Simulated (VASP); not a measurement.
Given:

```xyz
2
Lattice="0.0000 2.2448 2.2448 2.2448 0.0000 2.2448 2.2448 2.2448 0.0000" Properties=species:S:1:pos:R:3 pbc="T T T"
B      0.0000     0.0000     0.0000
P      1.1224     1.1224     1.1224
```

Level of theory: LDA (Ceperley-Alder, Perdew-Zunger), VASP's LDA PAW potentials (set 64) (plane waves; VASP 6.6.1). Settings: 520 eV cut-off, 11×11×11 Γ-centred mesh, tetrahedra with Blöchl corrections, potentials B P.

**Question.** Tabulate the total density of states (states/eV per cell) against energy (eV; zero at the valence-band maximum or, without a gap, the Fermi level).

**Answer.** 
```
E (eV) | DOS (states/eV)
    -9.94 |  0.00
    -9.34 |  0.00
    -8.74 | #### 0.26
    -8.14 | ##################### 1.41
    -7.54 | ######## 0.56
    -6.94 | ##### 0.35
    -6.34 | ###### 0.38
    -5.74 | ########### 0.77
    -5.14 | ############ 0.80
    -4.54 | ############## 0.95
    -3.94 | ################# 1.13
    -3.34 | ############### 1.01
    -2.74 | ############## 0.93
    -2.02 | ############ 0.86
    -1.42 | ####### 0.45
    -0.82 | #### 0.25
    -0.22 | # 0.05
     0.38 |  0.00
     0.98 |  0.00
     1.58 | ## 0.17
     2.18 | ###### 0.40
     2.78 | ######### 0.59
     3.38 | ############# 0.86
     3.98 | ############################## 2.06
     4.58 | ######## 0.57
```
Within 2 eV below the valence-band maximum the largest weight inside VASP's projection spheres is B p, then P p.

The structure comes from a computed database's BP entry (F-43m); how it stands against other phases isn't given here. It was relaxed first.
